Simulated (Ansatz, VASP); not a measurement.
**B3C: VASP beside Ansatz**

```
CELL_PARAMETERS angstrom
3.95105 0.02351 0.02054
0.01589 4.04634 0.95684
0.02287 0.96297 3.76211
ATOMIC_POSITIONS crystal
B 0.18547 0.56547 0.06080
B 0.69276 0.57364 0.06435
B 0.92577 0.26677 0.95985
B 0.17030 0.57272 0.55697
B 0.44780 0.28381 0.46312
B 0.45020 0.83949 0.66158
C 0.92999 0.83224 0.17683
C 0.69771 0.56586 0.55651
```

Change from the starting cell: cell x1, atoms moved at random (sigma 0.15 Å) and cell strained at random (1.5 %), then relaxed without symmetry.

Alike in both runs: functional PBE; k mesh 6 × 6 × 6; occupations gaussian, width 0.2 eV; no spin polarisation.

Ansatz relaxed the structure, and its values are those at the end. VASP's run is a single point on that final structure, the one shown.

|  | VASP | Ansatz |
| --- | --- | --- |
| version | VASP 6.6.1 | Ansatz 0.2.0 |
| potentials or method | VASP PAW PBE potentials, release 64 (B, C) | scalar-relativistic, plane waves, PAW |
| plane-wave cutoff (eV) | 520 | 420 |
| valence electrons in the cell | 26 | 26 |

```csv
,VASP,Ansatz,Ansatz less VASP
gap on the k mesh at the Fermi level (eV),none,none,-
pressure (GPa),0.1,0.0,-0.08
rms of the force components (eV/Å),0.010,0.004,-0.0057
```

A gap of «none» marks a metal or a gap that the smearing closes.
